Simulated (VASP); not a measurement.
The system is WC (Qusongite).

```
CELL_PARAMETERS angstrom
2.92168 0.00000 0.00000
-1.46084 2.53025 0.00000
0.00000 0.00000 2.84705
ATOMIC_POSITIONS crystal
W 0.00000 0.00000 0.00000
C 0.66667 0.33333 0.50000
```

| Property | Result |
| --- | --- |
| Program | VASP 6.6.1 |
| Task | relaxation of cell and atoms |
| Functional | LDA |
| Potentials or basis | VASP PAW LDA potentials, release 64 (W_sv, C) |
| Cutoff | 600 eV |
| k mesh | 18 × 18 × 14 |
| Occupations | gaussian, width 0.1 eV |
| Spin | no spin polarisation |

At the start: pressure -12.7 GPa; volume 10.52 Å³/atom.

Q: How do energy, volume and symmetry change on relaxing?

A: Over 10 steps the energy falls by 13.7 meV/atom and the volume is 10.19 Å³/atom (-3.2 %); space group P-6m2 (No. 187, to 0.05 Å).

Step by step:
```csv
step,energy change (eV),largest force (eV/Å),pressure (GPa),volume (Å³)
1,0.0000,0.0000,-12.71,21.05
2,0.2155,0.0000,47.03,18.60
3,-0.0272,0.0000,-0.60,20.41
4,-0.0272,0.0000,-0.08,20.38
5,-0.0272,0.0000,0.17,20.37
6,-0.0272,0.0000,0.30,20.36
7,-0.0274,0.0000,0.25,20.36
8,-0.0274,0.0000,0.27,20.36
9,-0.0273,0.0000,-0.50,20.40
10,-0.0274,0.0000,-0.05,20.38
```

Final structure:
```xyz
2
Lattice="2.8894 0.0000 0.0000 -1.4447 2.5023 0.0000 0.0000 0.0000 2.8184" Properties=species:S:1:pos:R:3 pbc="T T T"
W     0.0000    0.0000    0.0000
C     1.4447    0.8341    1.4092
```
